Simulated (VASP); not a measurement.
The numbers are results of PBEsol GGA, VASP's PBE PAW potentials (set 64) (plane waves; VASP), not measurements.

Input for VASP

POSCAR:
```
In
1
   -1.6365253693     1.6365253693     2.5220153310
    1.6365253693    -1.6365253693     2.5220153310
    1.6365253693     1.6365253693    -2.5220153310
In
1
Direct
  0.0000000000   0.0000000000   0.0000000000
```

File KPOINTS:
```
Automatic mesh
0
Gamma
16 16 16
0 0 0
```

INCAR:
```
# general
SYSTEM   =  In
PREC     =  Accurate
ENCUT    =  520
LREAL    =  .False.
LASPH    =  .True.

# electronic loop
EDIFF    =  1E-7
NELM     =  100
ALGO     =  Normal
LMAXMIX  =  4

# smearing
ISMEAR   =  1
SIGMA    =  0.1

# functional
GGA      =  PS

# ions
IBRION   =  2
NSW      =  30
ISIF     =  4
EDIFFG   =  -0.01

# output
LWAVE    =  .False.
LCHARG   =  .False.
```

POTCAR, in this order: In_d (PBE.64 set). Program: vasp_std.

Output

File OUTCAR:
```
 ion  position               nearest neighbor table
   1  0.000  0.000  0.000-
  LATTYP: Found a body centered tetragonal cell.
 ALAT       =     3.2730507386
 C/A-ratio  =     1.5410792758
 Subroutine PRICEL returns:
 Original cell was already a primitive cell.
 Subroutine GETGRP returns: Found 16 space group operations
The static configuration has the point symmetry D_4h.
The dynamic configuration has the point symmetry D_4h.
 Subroutine INISYM returns: Found 16 space group operations
 Subroutine IBZKPT returns following result:
 Found    349 irreducible k-points:

 Following reciprocal coordinates:
            Coordinates               Weight
  0.000000  0.000000  0.000000      1.000000
  0.062500  0.000000  0.000000      8.000000
  0.125000  0.000000  0.000000      8.000000
  0.187500 -0.000000  0.000000      8.000000
  0.250000  0.000000  0.000000      8.000000
  0.312500  0.000000  0.000000      8.000000
  0.375000 -0.000000  0.000000      8.000000
  0.437500 -0.000000  0.000000      8.000000
  0.500000  0.000000  0.000000      4.000000
...
```

### OSZICAR
```
       N       E                     dE             d eps       ncg     rms          rms(c)
DAV:   1     0.700964222968E+02    0.70096E+02   -0.65392E+03  7012   0.162E+03
DAV:   2    -0.285997634506E+00   -0.70382E+02   -0.69392E+02  7086   0.287E+02
DAV:   3    -0.295423882142E+01   -0.26682E+01   -0.26559E+01  8172   0.644E+01
DAV:   4    -0.301243444113E+01   -0.58196E-01   -0.58177E-01  8810   0.966E+00
DAV:   5    -0.301495718561E+01   -0.25227E-02   -0.25227E-02  8460   0.165E+00    0.212E+00
DAV:   6    -0.298155477091E+01    0.33402E-01   -0.66757E-02  8000   0.568E+00    0.100E+00
DAV:   7    -0.297546261321E+01    0.60922E-02   -0.17783E-02  8216   0.270E+00    0.265E-01
DAV:   8    -0.297490186284E+01    0.56075E-03   -0.70531E-04  8740   0.554E-01    0.248E-02
DAV:   9    -0.297490379944E+01   -0.19366E-05   -0.93950E-06  9766   0.445E-02    0.140E-02
DAV:  10    -0.297490448785E+01   -0.68841E-06   -0.93850E-07  8274   0.132E-02    0.543E-04
DAV:  11    -0.297490447918E+01    0.86636E-08   -0.23103E-08  4612   0.282E-03
   1 F= -.29749045E+01 E0= -.29748895E+01  d E =-.297490E+01
       N       E                     dE             d eps       ncg     rms          rms(c)
DAV:   1    -0.297604908445E+01   -0.11446E-02   -0.33621E-02  7994   0.200E+00    0.161E-01
DAV:   2    -0.297548133550E+01    0.56775E-03   -0.77892E-04 10056   0.597E-01    0.106E-01
DAV:   3    -0.297513220372E+01    0.34913E-03   -0.41796E-04  8718   0.630E-01    0.261E-02
DAV:   4    -0.297513684225E+01   -0.46385E-05   -0.55635E-05  7596   0.874E-02    0.303E-02
DAV:   5    -0.297513673019E+01    0.11206E-06   -0.17522E-06 10130   0.185E-02    0.126E-02
DAV:   6    -0.297513666397E+01    0.66229E-07   -0.14405E-07  6868   0.654E-03
   2 F= -.29751367E+01 E0= -.29751286E+01  d E =-.232185E-03
       N       E                     dE             d eps       ncg     rms          rms(c)
DAV:   1    -0.298389737099E+01   -0.87606E-02   -0.30203E-01  7964   0.600E+00    0.482E-01
DAV:   2    -0.297877565966E+01    0.51217E-02   -0.70470E-03  9956   0.165E+00    0.318E-01
DAV:   3    -0.297563270666E+01    0.31430E-02   -0.38426E-03  8692   0.182E+00    0.788E-02
DAV:   4    -0.297567181011E+01   -0.39103E-04   -0.47459E-04  7658   0.254E-01    0.911E-02
DAV:   5    -0.297567097210E+01    0.83801E-06   -0.15866E-05 10032   0.549E-02    0.354E-02
DAV:   6    -0.297567042836E+01    0.54374E-06   -0.13051E-06  7620   0.198E-02    0.122E-02
DAV:   7    -0.297567040950E+01    0.18857E-07   -0.78597E-08  4186   0.633E-03
   3 F= -.29756704E+01 E0= -.29756518E+01  d E =-.765930E-03
       N       E                     dE             d eps       ncg     rms          rms(c)
DAV:   1    -0.300828341002E+01   -0.32613E-01   -0.12027E+00  8004   0.120E+01    0.959E-01
DAV:   2    -0.298760972831E+01    0.20674E-01   -0.28488E-02  9750   0.271E+00    0.634E-01
DAV:   3    -0.297508519350E+01    0.12525E-01   -0.15743E-02  8612   0.325E+00    0.154E-01
DAV:   4    -0.297521946787E+01   -0.13427E-03   -0.16879E-03  7744   0.469E-01    0.181E-01
DAV:   5    -0.297521614366E+01    0.33242E-05   -0.68413E-05 10084   0.111E-01    0.572E-02
DAV:   6    -0.297521409382E+01    0.20498E-05   -0.49043E-06  7704   0.376E-02    0.213E-02
DAV:   7    -0.297521404462E+01    0.49194E-07   -0.37631E-07  7576   0.122E-02
   4 F= -.29752140E+01 E0= -.29751731E+01  d E =-.309565E-03
       N       E                     dE             d eps       ncg     rms          rms(c)
DAV:   1    -0.299047980394E+01   -0.15266E-01   -0.54418E-01  8008   0.812E+00    0.647E-01
DAV:   2    -0.298130426788E+01    0.91755E-02   -0.12715E-02  9904   0.211E+00    0.426E-01
DAV:   3    -0.297567144034E+01    0.56328E-02   -0.68082E-03  8590   0.244E+00    0.102E-01
DAV:   4    -0.297574970922E+01   -0.78269E-04   -0.90950E-04  7544   0.343E-01    0.122E-01
DAV:   5    -0.297574890340E+01    0.80582E-06   -0.28224E-05 10128   0.707E-02    0.566E-02
DAV:   6    -0.297574786204E+01    0.10414E-05   -0.27346E-06  7590   0.266E-02    0.200E-02
DAV:   7    -0.297574784719E+01    0.14858E-07   -0.18636E-07  5864   0.841E-03
   5 F= -.29757478E+01 E0= -.29757279E+01  d E =-.843368E-03
```

File OUTCAR:
```
------------------------ aborting loop because EDIFF is reached ----------------------------------------
  FORCE on cell =-STRESS in cart. coord.  units (eV):
  Direction    XX          YY          ZZ          XY          YZ          ZX
  --------------------------------------------------------------------------------------
  Total       -0.3764565     -0.3764565     -0.3875628      0.0000000      0.0000000      0.0000000
  in kB      -22.3240101    -22.3240101    -22.9826166      0.0000000      0.0000000      0.0000000
  external PRESSURE =     -22.5435456 kB  Pullay stress =       0.0000000 kB
  volume of cell :       27.02
      direct lattice vectors                 reciprocal lattice vectors
    -1.623532796  1.623532796  2.562542485     0.000000000  0.307970372  0.195118716
     1.623532796 -1.623532796  2.562542485     0.307970372  0.000000000  0.195118716
     1.623532796  1.623532796 -2.562542485     0.307970372  0.307970372  0.000000000
 POSITION                                       TOTAL-FORCE (eV/Angst)
 -----------------------------------------------------------------------------------
      0.00000      0.00000      0.00000         0.000000      0.000000      0.000000
 -----------------------------------------------------------------------------------
    total drift:                                0.000000     -0.000000     -0.000000
  FREE ENERGIE OF THE ION-ELECTRON SYSTEM (eV)
  ---------------------------------------------------
  free  energy   TOTEN  =        -2.9757478472 eV

  energy  without entropy=       -2.9756880277  energy(sigma->0) =       -2.97572791

 reached required accuracy - stopping structural energy minimisation
```
(Selected blocks of OUTCAR.)

**CONTCAR**
```
In
   1.00000000000000
    -1.6235327961999690    1.6235327961999690    2.5625424851171861
     1.6235327961999690   -1.6235327961999690    2.5625424851171861
     1.6235327961999690    1.6235327961999690   -2.5625424851171861
  In
     1
Direct
     0.0000000000000000    0.0000000000000000    0.0000000000000000
```

The compound is In in the bct structure. This cell is one point of a volume scan, at 1.06 of the reference volume. Symmetry was kept, so distortions that lower it aren't found.
